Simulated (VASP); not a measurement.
Computed with r2SCAN meta-GGA, VASP's PBE PAW potentials (set 64) (plane waves; VASP 6.6.1).

The input files of a VASP run:

### INCAR
```
SYSTEM = BaTiO3
PREC = Accurate
ENCUT = 520
EDIFF = 1E-6
NELM = 100
ALGO = Normal
LREAL = .FALSE.
LASPH = .TRUE.
ISMEAR = 0
SIGMA = 0.05
METAGGA = R2SCAN
LMIXTAU = .TRUE.
LMAXMIX = 4
LWAVE = .FALSE.
LCHARG = .FALSE.
IBRION = 2
ISIF = 3
NSW = 60
EDIFFG = -0.02
```

KPOINTS:
```
Regular mesh
0
Gamma
 5 5 5
0 0 0
```

**POSCAR**
```
BaTiO3
1
    3.9643644387     0.0000000000     0.0000000000
    0.0000000000     3.9643644387     0.0000000000
    0.0000000000    -0.0000000000     4.0827869269
Ba Ti O
1 1 3
Direct
  1.0000000000   0.0000000000   0.0034388627
  0.5000000000   0.5000000000   0.5215175888
  0.5000000000   0.5000000000   0.9712792185
  1.0000000000   0.5000000000   0.4838821650
  0.5000000000   1.0000000000   0.4838821650
```

POTCAR, in this order: Ba_sv Ti_sv O (PBE.64 set). Program: vasp_std.

What VASP printed:

File OSZICAR:
```
       N       E                     dE             d eps       ncg     rms          rms(c)
DAV:   1     0.420501228406E+03    0.42050E+03   -0.22098E+04   864   0.186E+03
DAV:   2    -0.461274740407E+02   -0.46663E+03   -0.45976E+03  1048   0.499E+02
DAV:   3    -0.947063222715E+02   -0.48579E+02   -0.47450E+02  1304   0.150E+02
DAV:   4    -0.969160209731E+02   -0.22097E+01   -0.22084E+01  1224   0.290E+01
DAV:   5    -0.970001634239E+02   -0.84142E-01   -0.84136E-01  1224   0.434E+00    0.242E+01
DAV:   6    -0.748129140801E+02    0.22187E+02   -0.50819E+01  1336   0.812E+01    0.747E+00
DAV:   7    -0.734340095534E+02    0.13789E+01   -0.51530E+00  1008   0.157E+01    0.456E+00
DAV:   8    -0.765521577505E+02   -0.31181E+01   -0.18367E+00  1080   0.117E+01    0.213E+00
DAV:   9    -0.739137001748E+02    0.26385E+01   -0.14201E+00   920   0.940E+00    0.101E+00
DAV:  10    -0.742462266586E+02   -0.33253E+00   -0.33138E-01  1056   0.471E+00    0.554E-01
DAV:  11    -0.740766051710E+02    0.16962E+00   -0.85536E-02   992   0.271E+00    0.303E-01
DAV:  12    -0.742402112401E+02   -0.16361E+00   -0.77767E-02   912   0.254E+00    0.115E-01
DAV:  13    -0.742490062515E+02   -0.87950E-02   -0.52822E-03  1136   0.725E-01    0.744E-02
DAV:  14    -0.742481891923E+02    0.81706E-03   -0.18754E-03   984   0.451E-01    0.397E-02
DAV:  15    -0.742495428620E+02   -0.13537E-02   -0.48493E-04   896   0.244E-01    0.330E-02
DAV:  16    -0.742497358548E+02   -0.19299E-03   -0.15302E-04  1192   0.107E-01    0.122E-02
DAV:  17    -0.742497843053E+02   -0.48451E-04   -0.49025E-05  1064   0.692E-02    0.130E-02
DAV:  18    -0.742497709597E+02    0.13346E-04   -0.84375E-06   992   0.318E-02    0.652E-03
DAV:  19    -0.742497809644E+02   -0.10005E-04   -0.11515E-05   896   0.369E-02    0.538E-03
DAV:  20    -0.742497827576E+02   -0.17931E-05   -0.19599E-06   456   0.143E-02    0.271E-03
DAV:  21    -0.742497832361E+02   -0.47857E-06   -0.38854E-07   480   0.644E-03
   1 F= -.74249783E+02 E0= -.74249783E+02  d E =-.742498E+02
       N       E                     dE             d eps       ncg     rms          rms(c)
DAV:   1    -0.745663656006E+02   -0.31658E+00   -0.10679E+01   976   0.357E+01    0.480E+00
DAV:   2    -0.742882621289E+02    0.27810E+00   -0.11747E+00  1024   0.104E+01    0.186E+00
DAV:   3    -0.742450945740E+02    0.43168E-01   -0.38833E-01   928   0.375E+00    0.437E-01
DAV:   4    -0.742413635557E+02    0.37310E-02   -0.66308E-02  1056   0.195E+00    0.365E-01
DAV:   5    -0.742434953921E+02   -0.21318E-02   -0.44797E-03  1256   0.596E-01    0.180E-01
DAV:   6    -0.742458000929E+02   -0.23047E-02   -0.11402E-02  1352   0.560E-01    0.187E-01
DAV:   7    -0.742457632510E+02    0.36842E-04   -0.10571E-03   872   0.312E-01    0.940E-02
DAV:   8    -0.742459304530E+02   -0.16720E-03   -0.79325E-04   904   0.280E-01    0.338E-02
DAV:   9    -0.742461971320E+02   -0.26668E-03   -0.19006E-04   976   0.136E-01    0.171E-02
DAV:  10    -0.742461940949E+02    0.30371E-05   -0.21497E-05  1160   0.355E-02    0.609E-03
DAV:  11    -0.742461961464E+02   -0.20516E-05   -0.35891E-06   944   0.191E-02    0.188E-03
DAV:  12    -0.742461957997E+02    0.34671E-06   -0.17497E-06   608   0.144E-02
   2 F= -.74246196E+02 E0= -.74246196E+02  d E =0.358744E-02
       N       E                     dE             d eps       ncg     rms          rms(c)
DAV:   1    -0.743559166419E+02   -0.10972E+00   -0.30894E+00   984   0.189E+01    0.260E+00
DAV:   2    -0.742729330949E+02    0.82984E-01   -0.32498E-01  1032   0.538E+00    0.101E+00
DAV:   3    -0.742607492105E+02    0.12184E-01   -0.10629E-01  1056   0.213E+00    0.213E-01
DAV:   4    -0.742593351276E+02    0.14141E-02   -0.13716E-02  1056   0.868E-01    0.116E-01
DAV:   5    -0.742601433537E+02   -0.80823E-03   -0.53667E-03  1400   0.558E-01    0.973E-02
DAV:   6    -0.742609340074E+02   -0.79065E-03   -0.14618E-03  1256   0.236E-01    0.103E-01
DAV:   7    -0.742609449748E+02   -0.10967E-04   -0.21080E-04   960   0.148E-01    0.468E-02
DAV:   8    -0.742610388675E+02   -0.93893E-04   -0.20163E-04   968   0.137E-01    0.165E-02
DAV:   9    -0.742610926336E+02   -0.53766E-04   -0.71692E-05   952   0.810E-02    0.757E-03
DAV:  10    -0.742611010916E+02   -0.84580E-05   -0.92983E-06  1176   0.267E-02    0.340E-03
DAV:  11    -0.742611008576E+02    0.23405E-06   -0.31463E-06   744   0.131E-02
   3 F= -.74261101E+02 E0= -.74261101E+02  d E =-.113176E-01
       N       E                     dE             d eps       ncg     rms          rms(c)
DAV:   1    -0.742619065747E+02   -0.80548E-03   -0.38652E-01   864   0.567E+00    0.236E-01
DAV:   2    -0.742621790546E+02   -0.27248E-03   -0.16650E-02  1000   0.105E+00    0.161E-01
DAV:   3    -0.742619607765E+02    0.21828E-03   -0.13302E-03  1136   0.319E-01    0.790E-02
DAV:   4    -0.742619504369E+02    0.10340E-04   -0.42823E-04  1344   0.191E-01    0.377E-02
DAV:   5    -0.742619550248E+02   -0.45878E-05   -0.48359E-05  1048   0.660E-02    0.188E-02
DAV:   6    -0.742619546585E+02    0.36623E-06   -0.12872E-05  1200   0.298E-02    0.699E-03
DAV:   7    -0.742619524769E+02    0.21816E-05   -0.76263E-06  1080   0.264E-02    0.432E-03
DAV:   8    -0.742619536045E+02   -0.11275E-05   -0.36839E-06   728   0.212E-02    0.155E-03
DAV:   9    -0.742619541907E+02   -0.58628E-06   -0.94212E-07   440   0.929E-03
   4 F= -.74261954E+02 E0= -.74261954E+02  d E =-.853333E-03
       N       E                     dE             d eps       ncg     rms          rms(c)
DAV:   1    -0.742619623518E+02   -0.87474E-05   -0.48436E-03   864   0.635E-01    0.265E-02
DAV:   2    -0.742619663463E+02   -0.39945E-05   -0.20661E-04  1008   0.117E-01    0.181E-02
DAV:   3    -0.742619637611E+02    0.25853E-05   -0.16375E-05  1136   0.352E-02    0.882E-03
DAV:   4    -0.742619637490E+02    0.12089E-07   -0.50181E-06  1096   0.209E-02
   5 F= -.74261964E+02 E0= -.74261964E+02  d E =-.862891E-03
       N       E                     dE             d eps       ncg     rms          rms(c)
DAV:   1    -0.742622787060E+02   -0.31494E-03   -0.42107E-02   864   0.174E+00    0.991E-02
DAV:   2    -0.742621954921E+02    0.83214E-04   -0.13078E-03   936   0.273E-01    0.619E-02
DAV:   3    -0.742621360214E+02    0.59471E-04   -0.27009E-04  1088   0.144E-01    0.237E-02
DAV:   4    -0.742621418850E+02   -0.58636E-05   -0.53765E-05  1104   0.669E-02    0.880E-03
DAV:   5    -0.742621415412E+02    0.34377E-06   -0.89310E-06  1016   0.251E-02
   6 F= -.74262142E+02 E0= -.74262142E+02  d E =-.177792E-03
```

### OUTCAR
```
------------------------ aborting loop because EDIFF is reached ----------------------------------------
  FORCE on cell =-STRESS in cart. coord.  units (eV):
  Direction    XX          YY          ZZ          XY          YZ          ZX
  --------------------------------------------------------------------------------------
  Total       -0.0231360     -0.0231360      0.0910609      0.0000000     -0.0000000      0.0000000
  in kB       -0.5668718     -0.5668718      2.2311502      0.0000000     -0.0000000      0.0000000
  external PRESSURE =       0.3658022 kB  Pullay stress =       0.0000000 kB
  volume of cell :       65.39
      direct lattice vectors                 reciprocal lattice vectors
     3.990742432  0.000000000  0.000000000     0.250579940  0.000000000  0.000000000
     0.000000000  3.990742432  0.000000000     0.000000000  0.250579940 -0.000000000
     0.000000000  0.000000000  4.105880225     0.000000000 -0.000000000  0.243553135
 POSITION                                       TOTAL-FORCE (eV/Angst)
 -----------------------------------------------------------------------------------
      0.00000      0.00000      0.01415         0.000000      0.000000      0.005142
      1.99537      1.99537      2.14132         0.000000      0.000000      0.008780
      1.99537      1.99537      3.97955         0.000000     -0.000000     -0.012707
      3.99074      1.99537      1.99093         0.000000     -0.000000     -0.000608
      1.99537      0.00000      1.99093        -0.000000     -0.000000     -0.000608
 -----------------------------------------------------------------------------------
    total drift:                                0.000000      0.000000      0.014379
  FREE ENERGIE OF THE ION-ELECTRON SYSTEM (eV)
  ---------------------------------------------------
  free  energy   TOTEN  =       -74.2621415412 eV

  energy  without entropy=      -74.2621415412  energy(sigma->0) =      -74.26214154

 reached required accuracy - stopping structural energy minimisation
```
(Selected blocks of OUTCAR.)

**CONTCAR**
```
BaTiO3
   1.00000000000000
     3.9907424315210407    0.0000000000000000    0.0000000000000000
     0.0000000000000000    3.9907424315210407    0.0000000000000000
     0.0000000000000000    0.0000000000000000    4.1058802247277919
  Ba              Ti              O
     1     1     3
Direct
     0.0000000000000000    0.0000000000000000    0.0034453341887915
     0.5000000000000000    0.5000000000000000    0.5215259043106019
     0.5000000000000000    0.5000000000000000    0.9692324866984813
     1.0000000000000000    0.5000000000000000    0.4848981374010621
     0.5000000000000000    0.0000000000000000    0.4848981374010621
```

The compound is BaTiO3 in the tetragonal perovskite structure. This run relaxes it. Symmetry was kept, so distortions that lower it aren't found. The start is the result of an earlier pass.
